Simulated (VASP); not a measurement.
# Rb3Ba under changes of volume

One of the cells (85.521 Å³/atom); the others are scaled copies at fixed shape and fractional positions:

```
Ba Rb
1.0
     0.00000    5.55095    5.55095
     5.55095    0.00000    5.55095
     5.55095    5.55095    0.00000
Ba Rb
1 3
Direct
  0.00000 0.00000 0.00000
  0.50000 0.50000 0.50000
  0.75000 0.75000 0.75000
  0.25000 0.25000 0.25000
```

The cell comes from a database or a generator and needn't be the stable form of this composition.

```yaml
Program: VASP 6.6.1
Functional: PBE
Potentials_or_basis: VASP PAW PBE potentials, release 64 (Ba_sv, Rb_sv)
Cutoff: 520 eV
k_mesh: 4 × 4 × 4
Occupations: fermi-dirac, width 0.05 eV
Spin: no spin polarisation
```

```tsv
volume (Å³/atom)	energy over the lowest point (meV/atom)	pressure (GPa)
78.813	?	?
80.490	2.12	0.2
82.167	0.55	0.1
85.521	0.00	-0.1
87.198	0.87	-0.1
88.875	2.42	-0.2
```

Task: What does the run at 78.813 Å³/atom give?

Result: Energy over the lowest point 4.65 meV/atom; pressure 0.3 GPa.

Worked out: A Birch-Murnaghan fit of order 3 (a polynomial in V^(-2/3)) to the other rows has its minimum at 84.40 Å³/atom with B0 = V·E''(V) = 3.8 GPa and B' = 3.5. It gives 4.66 meV/atom at 78.813 Å³/atom, against the run's 4.65, and -dE/dV = 0.3 GPa, against 0.3.

Energies are extrapolated to zero smearing.
